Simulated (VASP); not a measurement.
An input for Ansatz (written as the equivalent of a VASP run, and not itself run):

Ansatz 0.2 input:
```yaml
crystal:
  lattice:
    - [2.2750000, -3.9404160, 0.0000000]
    - [2.2750000, 3.9404160, 0.0000000]
    - [0.0000000, 0.0000000, 7.3900000]
  atoms:
    - { symbol: Mg, position: [0.6666670, 0.3333330, 0.5000000] }
    - { symbol: Mg, position: [0.3333330, 0.6666670, 0.0000000] }
    - { symbol: Te, position: [0.6666670, 0.3333330, 0.8760000] }
    - { symbol: Te, position: [0.3333330, 0.6666670, 0.3760000] }
kpoints:
  mp_grid: { grid: [5, 5, 3] }
hamiltonian:
  xc: pbe
  dispersion: d4
  pseudopotentials: { kind: paw }
scf:
  occupations: { method: gaussian, width: 0.05 }
  max_iter: 100
relax:
  max_steps: 60
  f_tol: 0.02
  cell: {}
output: { forces: true, stress: true, eigenvalues: true }
```

Question: Translate this input to VASP (INCAR, KPOINTS, POSCAR, choice of POTCAR).

Answer: One answer among several that fit: 
### INCAR
```
ALGO = Normal
EDIFF = 1E-6
EDIFFG = -0.02
ENCUT = 520
GGA = PE
IBRION = 2
ISIF = 3
ISMEAR = 0
IVDW = 13
LASPH = .TRUE.
LCHARG = .FALSE.
LMAXMIX = 4
LREAL = .FALSE.
LWAVE = .FALSE.
NELM = 100
NSW = 60
PREC = Accurate
SIGMA = 0.05
SYSTEM = MgTe
```

**POSCAR**
```
MgTe
1
    2.2750000000    -3.9404160000     0.0000000000
    2.2750000000     3.9404160000     0.0000000000
    0.0000000000     0.0000000000     7.3900000000
Mg Te
2 2
Direct
  0.6666670000   0.3333330000   0.5000000000
  0.3333330000   0.6666670000   0.0000000000
  0.6666670000   0.3333330000   0.8760000000
  0.3333330000   0.6666670000   0.3760000000
```

File KPOINTS:
```
Automatic mesh
0
Gamma
5 5 3
0 0 0
```

POTCAR, in this order: Mg Te (PBE.64 set). Program: vasp_std.

Limits of the translation: each code has its own PAW files, so the cut-off isn't converted (ENCUT is set for VASP's; basis.ecutwfc is left out, and Ansatz then takes the one that its files recommend); Ansatz stops its SCF on the density residual and VASP on the energy change (EDIFF).

The compound is MgTe in the wurtzite structure. This run relaxes it. Symmetry was kept, so distortions that lower it aren't found. The start is the result of an earlier pass.
